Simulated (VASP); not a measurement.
## Relaxed cell of Sn (Tin-alpha): a test of cutoff and mesh

Aim: test the relaxed volume of Sn (Tin-alpha) against cutoff and mesh. The starting structure is a measured crystal structure from the Crystallography Open Database. The first relaxation on each setting starts from this cell expanded by 3 % in volume.

Program: VASP 6.6.1. Level of theory: Kohn-Sham DFT with plane waves and PAW; PBEsol. Results are calculated unless marked as measured.

## (1) Set-up

It takes space group Fd-3m (No. 227, cubic). The conventional cell has a = 6.491 Å, b = 6.491 Å, c = 6.491 Å, α = 90.00°, β = 90.00°, γ = 90.00°. Sn has 4 Sn at 2.81 Å nearest.

Coordinates:

```
Sn
1.0
     0.00000    3.24560    3.24560
     3.24560    0.00000    3.24560
     3.24560    3.24560    0.00000
Sn
2
Direct
  0.75000 0.75000 0.75000
  0.50000 0.50000 0.50000
```

## (2) Reference relaxation

Input file INCAR:

```
SYSTEM = Sn
PREC = Accurate
ENCUT = 450
EDIFF = 1E-06
NELM = 100
ISMEAR = 1
SIGMA = 0.15
LREAL = .FALSE.
ALGO = Normal
GGA = PS
NBANDS = 20
LORBIT = 11
LWAVE = .FALSE.
LCHARG = .FALSE.
KPAR = 4
IBRION = 2
NSW = 50
ISIF = 3
EDIFFG = -0.006
```

Input file POSCAR:

```
Sn
1.0
    0.0000000000      3.2777367435      3.2777367435
    3.2777367435      0.0000000000      3.2777367435
    3.2777367435      3.2777367435      0.0000000000
Sn
2
Direct
    0.7500000000      0.7500000000      0.7500000000
    0.5000000000      0.5000000000      0.5000000000
```

Input file KPOINTS:

```
Automatic mesh
0
Gamma
12 12 12
0 0 0
```

Potentials, in the order of the species: Sn_d (PBE family, release 64).

On the command line:

```console
$ mpirun -np 4 vasp_std
```

What it wrote:

```text
[banner, memory and clock lines left out]
running    4 mpi-ranks, on    1 nodes
 distrk:  each k-point on    1 cores,    4 groups
 distr:  one band on    1 cores,    1 groups

 POSCAR found type information on POSCAR Sn
 POSCAR found :  1 types and       2 ions
|                                                                             |
|               ----> ADVICE to this user running VASP <----                  |
|                                                                             |
|     You enforced a specific xc type in the INCAR file but a different       |
|     [... a line on the potential file left out ...]
|     I HOPE YOU KNOW WHAT YOU ARE DOING!                                     |
|                                                                             |

 LDA part: xc-table for (Slater+PW92), standard interpolation
 POSCAR, INCAR and KPOINTS ok, starting setup
 FFT: planning ... GRIDC
 FFT: planning ... GRID_SOFT
 FFT: planning ... GRID
 WAVECAR not read
 entering main loop
       N       E                     dE             d eps       ncg     rms          rms(c)
DAV:   1     0.212803166123E+03    0.21280E+03   -0.13953E+04  2900   0.185E+03
DAV:   2     0.135601251713E+02   -0.19924E+03   -0.19619E+03  2888   0.420E+02
DAV:   3    -0.786627708608E+01   -0.21426E+02   -0.21289E+02  3352   0.137E+02
DAV:   4    -0.853824983791E+01   -0.67197E+00   -0.67152E+00  3256   0.276E+01
DAV:   5    -0.856121161503E+01   -0.22962E-01   -0.22961E-01  3868   0.496E+00    0.314E+00
DAV:   6    -0.849508748793E+01    0.66124E-01   -0.42865E-02  3864   0.271E+00    0.177E+00
DAV:   7    -0.846341124036E+01    0.31676E-01   -0.51574E-02  3312   0.260E+00    0.164E-01
DAV:   8    -0.846432231599E+01   -0.91108E-03   -0.70896E-03  3136   0.103E+00    0.522E-02
DAV:   9    -0.846457405732E+01   -0.25174E-03   -0.33782E-04  3532   0.144E-01    0.119E-02
DAV:  10    -0.846459068126E+01   -0.16624E-04   -0.24286E-05  3436   0.411E-02    0.508E-03
DAV:  11    -0.846459239276E+01   -0.17115E-05   -0.24833E-06  2544   0.127E-02    0.856E-04
DAV:  12    -0.846459229453E+01    0.98224E-07   -0.22362E-07  2024   0.648E-03
   1 F= -.84645923E+01 E0= -.84644107E+01  d E =-.846459E+01
 curvature:   0.00 expect dE= 0.000E+00 dE for cont linesearch  0.000E+00
 trial: gam= 0.00000 g(F)=  0.117E-47 g(S)=  0.123E-02 ort = 0.000E+00 (trialstep = 0.100E+01)
 search vector abs. value=  0.123E-02
 bond charge predicted
       N       E                     dE             d eps       ncg     rms          rms(c)
DAV:   1    -0.849262497002E+01   -0.28033E-01   -0.57356E-01  3340   0.120E+01    0.885E-01
DAV:   2    -0.847034671299E+01    0.22278E-01   -0.38001E-02  3716   0.317E+00    0.394E-01
DAV:   3    -0.846529390432E+01    0.50528E-02   -0.14690E-02  3816   0.187E+00    0.565E-02
DAV:   4    -0.846505805674E+01    0.23585E-03   -0.63470E-04  3180   0.302E-01    0.159E-02
DAV:   5    -0.846504107880E+01    0.16978E-04   -0.33305E-05  3880   0.548E-02    0.683E-03
DAV:   6    -0.846504015373E+01    0.92508E-06   -0.33611E-06  2500   0.232E-02
   2 F= -.84650402E+01 E0= -.84648517E+01  d E =-.447859E-03
 trial-energy change:   -0.000448  1 .order   -0.000321   -0.001231    0.000590
 step:   0.7538(harm=  0.6760)  dis= 0.00000  next Energy=    -8.465111 (dE=-0.519E-03)
 bond charge predicted
       N       E                     dE             d eps       ncg     rms          rms(c)
DAV:   1    -0.846675030617E+01   -0.17092E-02   -0.35209E-02  3348   0.303E+00    0.217E-01
DAV:   2    -0.846541394681E+01    0.13364E-02   -0.22713E-03  3708   0.775E-01    0.970E-02
DAV:   3    -0.846510211819E+01    0.31183E-03   -0.91115E-04  3824   0.467E-01    0.137E-02
DAV:   4    -0.846508226389E+01    0.19854E-04   -0.40047E-05  3212   0.768E-02    0.404E-03
DAV:   5    -0.846507973421E+01    0.25297E-05   -0.18910E-06  2440   0.146E-02    0.175E-03
DAV:   6    -0.846507920688E+01    0.52733E-06   -0.50184E-07  1524   0.109E-02
   3 F= -.84650792E+01 E0= -.84648920E+01  d E =-.486912E-03
 curvature:  -0.32 expect dE=-0.232E-06 dE for cont linesearch -0.232E-06
 trial: gam=-0.02374 g(F)=  0.930E-46 g(S)=  0.729E-06 ort = 0.300E-04 (trialstep = 0.951E+00)
 search vector abs. value=  0.532E-09
 reached required accuracy - stopping structural energy minimisation
```

Run time: 48 s. Hardware: 4 MPI ranks of Intel Xeon Platinum 8259CL at 2.50GHz (Skylake/Cascade Lake), shared host; peak memory 0.86 GiB.

Lines that name or quote the potential files are left out of all logs, and their timing lines are given in words.

Parts of OUTCAR (step 2):

```text
ion  position               nearest neighbor table
   1  0.750  0.750  0.750-   2 2.84   2 2.84   2 2.84   2 2.84
   2  0.500  0.500  0.500-   1 2.84   1 2.84   1 2.84   1 2.84

  LATTYP: Found a face centered cubic cell.
 ALAT       =     6.5554734870

 Subroutine GETGRP returns: Found 48 space group operations
 (whereof 24 operations were pure point group operations)

The static configuration has the point symmetry T_d .
 The point group associated with its full space group is O_h .

 Found     72 irreducible k-points:

   k-points           NKPTS =     72   k-points in BZ     NKDIM =     72   number of bands    NBANDS=     20

   dimension x,y,z NGX =    32 NGY =   32 NGZ =   32
   dimension x,y,z NGXF=    64 NGYF=   64 NGZF=   64

   ENCUT  =  450.0 eV  33.07 Ry    5.75 a.u.   8.02  8.02  8.02*2*pi/ulx,y,z

   NELECT =      28.0000    total number of electrons

 k-points in reciprocal lattice and weights: Automatic mesh
   0.00000000  0.00000000  0.00000000       0.001
   0.08333333  0.00000000  0.00000000       0.005
   0.16666667  0.00000000  0.00000000       0.005
   0.25000000  0.00000000  0.00000000       0.005
   0.33333333  0.00000000  0.00000000       0.005
   0.41666667  0.00000000  0.00000000       0.005
   0.50000000  0.00000000  0.00000000       0.002
   0.08333333  0.08333333  0.00000000       0.003
   0.16666667  0.08333333  0.00000000       0.014
[...]
-0.33333333  0.50000000  0.16666667       0.007
  -0.25000000  0.50000000  0.25000000       0.003

 average (electrostatic) potential at core
       1-101.5336       2-101.5336

 E-fermi :   5.2264

 k-point     1 :       0.0000    0.0000    0.0000
  band No.  band energies     occupation
    ...
      8     -15.9590      2.00000
      9     -15.9525      2.00000
     10     -15.9525      2.00000
     11      -5.2316      2.00000
     12       4.3935      2.00000
     13       5.3326      0.07471
     14       5.3326      0.07471
     15       5.3326      0.07471
     16       7.3927     -0.00000
     17       7.3927     -0.00000
    ...

 k-point     2 :       0.0833    0.0000    0.0000
  band No.  band energies     occupation
    ...
     10     -15.9399      2.00000
     11      -5.1658      2.00000
     12       3.6004      2.00000
     13       5.1959      1.33649
     14       5.1959      1.33648
     15       5.6867     -0.00013
     16       7.5688     -0.00000
     17       7.5688     -0.00000
     18       7.6597     -0.00000
     19      10.4585      0.00000
    ...

 k-point     3 :       0.1667    0.0000    0.0000
  band No.  band energies     occupation
    ...
     10     -15.9271      2.00000
     11      -4.9709      2.00000
     12       2.3947      2.00000
     13       4.9030      2.00936
     14       4.9030      2.00936
     15       5.7075     -0.00006
     16       7.9433     -0.00000
     17       7.9433     -0.00000
     18       8.4960      0.00000
     19      11.2209      0.00000
    ...

  Total       -0.0031743     -0.0031743     -0.0031743      0.0000000     -0.0000000     -0.0000000
  in kB       -0.0727287     -0.0727287     -0.0727287      0.0000000     -0.0000000     -0.0000000
  external PRESSURE =      -0.0727287 kB  Pullay stress =       0.0000000 kB

  energy-cutoff  :      450.00
  volume of cell :       69.93
      direct lattice vectors                 reciprocal lattice vectors
     0.000000000  3.269962305  3.269962305    -0.152906961  0.152906961  0.152906961
     3.269962305  0.000000000  3.269962305     0.152906961 -0.152906961  0.152906961
     3.269962305  3.269962305  0.000000000     0.152906961  0.152906961 -0.152906961

 POSITION                                       TOTAL-FORCE (eV/Angst)
 -----------------------------------------------------------------------------------
      4.90494      4.90494      4.90494         0.000000      0.000000      0.000000
      3.26996      3.26996      3.26996        -0.000000     -0.000000     -0.000000
 -----------------------------------------------------------------------------------
    total drift:                               -0.000000     -0.000000      0.000000

  FREE ENERGIE OF THE ION-ELECTRON SYSTEM (eV)
  ---------------------------------------------------
  free  energy   TOTEN  =        -8.4650792069 eV

  energy  without entropy=       -8.4645174461  energy(sigma->0) =       -8.46489195

 reached required accuracy - stopping structural energy minimisation

 total charge
# of ion       s       p       d       tot
------------------------------------------
    1        1.166   1.188   9.968  12.322
    2        1.166   1.188   9.968  12.322
--------------------------------------------------
tot          2.333   2.376  19.936  24.644

[... 3 further parts left out ...]
```

CONTCAR:

```
Sn
   1.00000000000000
     0.0000000000000000    3.2699623047298276    3.2699623047298276
     3.2699623047298276    0.0000000000000000    3.2699623047298276
     3.2699623047298276    3.2699623047298276    0.0000000000000000
  Sn
     2
Direct
     0.7500000000000000    0.7500000000000000    0.7500000000000000
     0.5000000000000000    0.5000000000000000    0.5000000000000000
```

The PAW data sets were made with PBE, which is usual practice but a small mismatch for other functionals. The run keeps the 48 symmetry operations of its start, so it cannot find a distortion of lower symmetry.

The reference relaxation ends at 34.965 Å³ an atom.

## (3) Relaxation with a cutoff of 240 eV

Against step 2 the input has ENCUT = 240. This run starts from the cell of an earlier relaxation, which isn't shown; the restart sets up the plane waves anew.

INCAR, as its differences from that of step 2:

```diff
@@ -2,3 +2,3 @@
 PREC = Accurate
-ENCUT = 450
+ENCUT = 240
 EDIFF = 1E-06
```

Input file POSCAR:

```
Sn
1.0
    0.0000000000      3.2569554075      3.2569554075
    3.2569554075      0.0000000000      3.2569554075
    3.2569554075      3.2569554075      0.0000000000
Sn
2
Direct
    0.7500000000      0.7500000000      0.7500000000
    0.5000000000      0.5000000000      0.5000000000
```

KPOINTS is that of step 2.

On the command line:

```console
$ mpirun -np 4 vasp_std
```

What it wrote:

```text
[banner, memory and clock lines left out]
running    4 mpi-ranks, on    1 nodes
[...]
[... a notice as in an earlier step ...]

 LDA part: xc-table for (Slater+PW92), standard interpolation
 POSCAR, INCAR and KPOINTS ok, starting setup
[...]
entering main loop
       N       E                     dE             d eps       ncg     rms          rms(c)
DAV:   1     0.173367259425E+03    0.17337E+03   -0.10509E+04  2912   0.125E+03
DAV:   2     0.620061092789E+01   -0.16717E+03   -0.16457E+03  2956   0.320E+02
DAV:   3    -0.826162718303E+01   -0.14462E+02   -0.14419E+02  3264   0.105E+02
DAV:   4    -0.855207637248E+01   -0.29045E+00   -0.29038E+00  3232   0.166E+01
[...]
DAV:  10    -0.846193090614E+01   -0.10726E-05   -0.11417E-05  3292   0.291E-02    0.499E-03
DAV:  11    -0.846193246668E+01   -0.15605E-05   -0.28884E-06  2460   0.925E-03    0.815E-04
DAV:  12    -0.846193253773E+01   -0.71050E-07   -0.77942E-08  1972   0.284E-03
   1 F= -.84619325E+01 E0= -.84617426E+01  d E =-.846193E+01
[...]
DAV:   4    -0.846201071661E+01    0.10975E-03   -0.21479E-04  3152   0.153E-01    0.791E-03
DAV:   5    -0.846200819328E+01    0.25233E-05   -0.78007E-06  3740   0.266E-02    0.458E-03
DAV:   6    -0.846200810306E+01    0.90218E-07   -0.11827E-06  1816   0.127E-02
   2 F= -.84620081E+01 E0= -.84618204E+01  d E =-.755653E-04
 trial-energy change:   -0.000076  1 .order   -0.000044   -0.000557    0.000469
 step:   0.5877(harm=  0.5427)  dis= 0.00000  next Energy=    -8.462103 (dE=-0.170E-03)
[...]
N       E                     dE             d eps       ncg     rms          rms(c)
DAV:   1    -0.846418710970E+01   -0.21789E-02   -0.43186E-02  3280   0.310E+00    0.241E-01
DAV:   2    -0.846251645125E+01    0.16707E-02   -0.26545E-03  3704   0.743E-01    0.108E-01
DAV:   3    -0.846212161953E+01    0.39483E-03   -0.10804E-03  3776   0.466E-01    0.161E-02
DAV:   4    -0.846209542291E+01    0.26197E-04   -0.37179E-05  3164   0.643E-02    0.338E-03
DAV:   5    -0.846209435444E+01    0.10685E-05   -0.12863E-06  2172   0.121E-02    0.189E-03
DAV:   6    -0.846209391263E+01    0.44181E-06   -0.37791E-07  1524   0.796E-03
   3 F= -.84620939E+01 E0= -.84619050E+01  d E =-.161375E-03
[...]
reached required accuracy - stopping structural energy minimisation
```

Wall time 19 s (4 MPI ranks); peak memory 0.56 GiB.

Parts of OUTCAR (step 3):

```text
  Total        0.0022500      0.0022500      0.0022500      0.0000000      0.0000000      0.0000000
  in kB        0.0523650      0.0523650      0.0523650      0.0000000      0.0000000      0.0000000
  external PRESSURE =       0.0523650 kB  Pullay stress =       0.0000000 kB

 POSITION                                       TOTAL-FORCE (eV/Angst)
 -----------------------------------------------------------------------------------
      4.87936      4.87936      4.87936        -0.000000     -0.000000     -0.000000
      3.25291      3.25291      3.25291         0.000000      0.000000      0.000000
 -----------------------------------------------------------------------------------
    total drift:                               -0.000000      0.000000      0.000000

  FREE ENERGIE OF THE ION-ELECTRON SYSTEM (eV)
  ---------------------------------------------------
  free  energy   TOTEN  =        -8.4620939126 eV

  energy  without entropy=       -8.4615270560  energy(sigma->0) =       -8.46190496

[... 2 parts as in an earlier step ...]

[... 2 further parts left out ...]
[key lines of the parts left out:]
E-fermi :   5.3972
```

With a cutoff of 240 eV the cell ends at 34.420 Å³ an atom, -1.56 % from the reference.

## (4) Relaxation with a 7×7×7 mesh

Against step 2 the input has a 7×7×7 mesh.

INCAR, as its differences from that of step 3:

```diff
@@ -2,3 +2,3 @@
 PREC = Accurate
-ENCUT = 240
+ENCUT = 450
 EDIFF = 1E-06
```

Input file POSCAR:

```
Sn
1.0
    0.0000000000      3.2777367435      3.2777367435
    3.2777367435      0.0000000000      3.2777367435
    3.2777367435      3.2777367435      0.0000000000
Sn
2
Direct
    0.7500000000      0.7500000000      0.7500000000
    0.5000000000      0.5000000000      0.5000000000
```

Input file KPOINTS:

```
Automatic mesh
0
Gamma
7 7 7
0 0 0
```

On the command line:

```console
$ mpirun -np 4 vasp_std
```

What it wrote:

```text
[... set-up lines as in an earlier step ...]
 entering main loop
       N       E                     dE             d eps       ncg     rms          rms(c)
DAV:   1     0.213445420078E+03    0.21345E+03   -0.13921E+04   804   0.184E+03
DAV:   2     0.139357042081E+02   -0.19951E+03   -0.19614E+03   812   0.420E+02
DAV:   3    -0.783759672169E+01   -0.21773E+02   -0.21677E+02   916   0.139E+02
DAV:   4    -0.852185624913E+01   -0.68426E+00   -0.68406E+00   892   0.283E+01
[...]
DAV:  10    -0.844697069196E+01   -0.11242E-04   -0.19122E-05   908   0.307E-02    0.514E-03
DAV:  11    -0.844697244168E+01   -0.17497E-05   -0.24888E-06   692   0.115E-02    0.764E-04
DAV:  12    -0.844697239953E+01    0.42146E-07   -0.21259E-07   556   0.591E-03
   1 F= -.84469724E+01 E0= -.84471041E+01  d E =-.844697E+01
[...]
N       E                     dE             d eps       ncg     rms          rms(c)
DAV:   1    -0.847771010442E+01   -0.30738E-01   -0.62839E-01   920   0.126E+01    0.927E-01
[...]
DAV:   5    -0.844747780339E+01    0.18483E-04   -0.35780E-05  1088   0.567E-02    0.711E-03
DAV:   6    -0.844747677132E+01    0.10321E-05   -0.36410E-06   704   0.237E-02    0.374E-03
DAV:   7    -0.844747723287E+01   -0.46155E-06   -0.40911E-07   428   0.483E-03
   2 F= -.84474772E+01 E0= -.84477048E+01  d E =-.504833E-03
 trial-energy change:   -0.000505  1 .order   -0.000459   -0.001349    0.000431
 step:   0.7840(harm=  0.7577)  dis= 0.00000  next Energy=    -8.447523 (dE=-0.551E-03)
[...]
N       E                     dE             d eps       ncg     rms          rms(c)
DAV:   1    -0.844892175871E+01   -0.14450E-02   -0.29567E-02   920   0.277E+00    0.199E-01
DAV:   2    -0.844780013006E+01    0.11216E-02   -0.18989E-03  1020   0.708E-01    0.892E-02
DAV:   3    -0.844753616405E+01    0.26397E-03   -0.76347E-04  1064   0.427E-01    0.126E-02
DAV:   4    -0.844751887097E+01    0.17293E-04   -0.33742E-05   900   0.706E-02    0.369E-03
DAV:   5    -0.844751667689E+01    0.21941E-05   -0.15659E-06   604   0.134E-02    0.161E-03
DAV:   6    -0.844751622026E+01    0.45663E-06   -0.42407E-07   400   0.979E-03
   3 F= -.84475162E+01 E0= -.84477244E+01  d E =-.543821E-03
[...]
reached required accuracy - stopping structural energy minimisation
```

The job ended after 19 s (4 MPI ranks; peak memory 0.71 GiB).

OUTCAR, selected parts (step 4):

```text
  Total       -0.0000464     -0.0000464     -0.0000464      0.0000000     -0.0000000     -0.0000000
  in kB       -0.0010648     -0.0010648     -0.0010648      0.0000000     -0.0000000     -0.0000000
  external PRESSURE =      -0.0010648 kB  Pullay stress =       0.0000000 kB

 POSITION                                       TOTAL-FORCE (eV/Angst)
 -----------------------------------------------------------------------------------
      4.90391      4.90391      4.90391         0.000000      0.000000     -0.000000
      3.26927      3.26927      3.26927        -0.000000     -0.000000      0.000000
 -----------------------------------------------------------------------------------
    total drift:                               -0.000000     -0.000000      0.000000

  FREE ENERGIE OF THE ION-ELECTRON SYSTEM (eV)
  ---------------------------------------------------
  free  energy   TOTEN  =        -8.4475162203 eV

  energy  without entropy=       -8.4481408594  energy(sigma->0) =       -8.44772443

[... 1 part as in an earlier step ...]

[... 3 further parts left out ...]
[key lines of the parts left out:]
E-fermi :   5.1312
```

With a 7×7×7 mesh the cell ends at 34.943 Å³ an atom, -0.06 % from the reference.

[end of part 1 of 2]

[Lines on the potential files, build, host, timing and source positions are cut from VASP's logs without a mark.]

[Logs are printed without paths, hosts, clocks, repeated set-up lines and the standing remarks that a program may print on its own settings, such as how far it seeks lower states.]

[Hosts, paths, dates, database ids (printed as entryN), source tags and the programs' standing remarks are cut or masked in the printed files.]
